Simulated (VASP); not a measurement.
Method: vdW-DF-cx, VASP's PBE PAW potentials (set 64) (plane waves; VASP 6.6.1).

Input for VASP

### POSCAR
```
CoAl
1
    2.7714970448     0.0000000000     0.0000000000
    0.0000000000     2.7714970448     0.0000000000
    0.0000000000     0.0000000000     2.7714970448
Al Co
1 1
Direct
  0.5000000000   0.5000000000   0.5000000000
  0.0000000000   0.0000000000   0.0000000000
```

KPOINTS:
```
Automatic mesh
0
Gamma
13 13 13
0 0 0
```

**INCAR**
```
SYSTEM = CoAl
PREC = Accurate
ENCUT = 520
EDIFF = 1E-7
NELM = 100
ALGO = Normal
LREAL = .FALSE.
LASPH = .TRUE.
ISMEAR = 1
SIGMA = 0.1
GGA = CX
LUSE_VDW = .TRUE.
AGGAC = 0.0
LMAXMIX = 4
LWAVE = .FALSE.
LCHARG = .FALSE.
ISIF = 2
```

POTCAR, in this order: Al Co (PBE.64 set). Program: vasp_std.

The resulting files:

OSZICAR:
```
       N       E                     dE             d eps       ncg     rms          rms(c)
DAV:   1     0.423387173069E+02    0.42339E+02   -0.55162E+03  1688   0.129E+03
DAV:   2    -0.894886040197E+01   -0.51288E+02   -0.48542E+02  1686   0.199E+02
DAV:   3    -0.103321713035E+02   -0.13833E+01   -0.13729E+01  2030   0.423E+01
DAV:   4    -0.103556231692E+02   -0.23452E-01   -0.23444E-01  1992   0.495E+00
DAV:   5    -0.103563361647E+02   -0.71300E-03   -0.71297E-03  1928   0.869E-01    0.134E+01
DAV:   6    -0.124461394231E+02   -0.20898E+01   -0.65627E+01  1856   0.126E+02    0.158E+01
DAV:   7    -0.866946527280E+01    0.37767E+01   -0.29113E+01  1854   0.795E+01    0.204E+00
DAV:   8    -0.865181093318E+01    0.17654E-01   -0.20284E-01  1788   0.427E+00    0.123E+00
DAV:   9    -0.863687486680E+01    0.14936E-01   -0.46928E-02  2014   0.318E+00    0.288E-01
DAV:  10    -0.863648590651E+01    0.38896E-03   -0.15021E-03  2356   0.575E-01    0.138E-01
DAV:  11    -0.863648139260E+01    0.45139E-05   -0.23779E-05  1914   0.463E-02    0.198E-02
DAV:  12    -0.863647726751E+01    0.41251E-05   -0.17809E-05  2004   0.594E-02    0.803E-03
DAV:  13    -0.863647733201E+01   -0.64497E-07   -0.36433E-07  1710   0.622E-03
   1 F= -.86364773E+01 E0= -.86363048E+01  d E =-.517496E-03
```

OUTCAR:
```
------------------------ aborting loop because EDIFF is reached ----------------------------------------
  FORCE on cell =-STRESS in cart. coord.  units (eV):
  Direction    XX          YY          ZZ          XY          YZ          ZX
  --------------------------------------------------------------------------------------
  Total        1.7814230      1.7814230      1.7814230      0.0000000      0.0000000     -0.0000000
  in kB      134.0708551    134.0708551    134.0708551      0.0000000      0.0000000     -0.0000000
  external PRESSURE =     134.0708551 kB  Pullay stress =       0.0000000 kB
  volume of cell :       21.29
      direct lattice vectors                 reciprocal lattice vectors
     2.771497045  0.000000000  0.000000000     0.360815828  0.000000000  0.000000000
     0.000000000  2.771497045  0.000000000     0.000000000  0.360815828  0.000000000
     0.000000000  0.000000000  2.771497045     0.000000000  0.000000000  0.360815828
 POSITION                                       TOTAL-FORCE (eV/Angst)
 -----------------------------------------------------------------------------------
      1.38575      1.38575      1.38575         0.000000      0.000000      0.000000
      0.00000      0.00000      0.00000         0.000000      0.000000      0.000000
 -----------------------------------------------------------------------------------
    total drift:                               -0.000000      0.000000      0.000000
  FREE ENERGIE OF THE ION-ELECTRON SYSTEM (eV)
  ---------------------------------------------------
  free  energy   TOTEN  =        -8.6364773320 eV

  energy  without entropy=       -8.6359598356  energy(sigma->0) =       -8.63630483
```
(Selected blocks of OUTCAR.)

The compound is CoAl in the CsCl type structure. This cell is one point of a volume scan, at 0.94 of the reference volume. The run is not spin-polarised, so no magnetic state was tried.
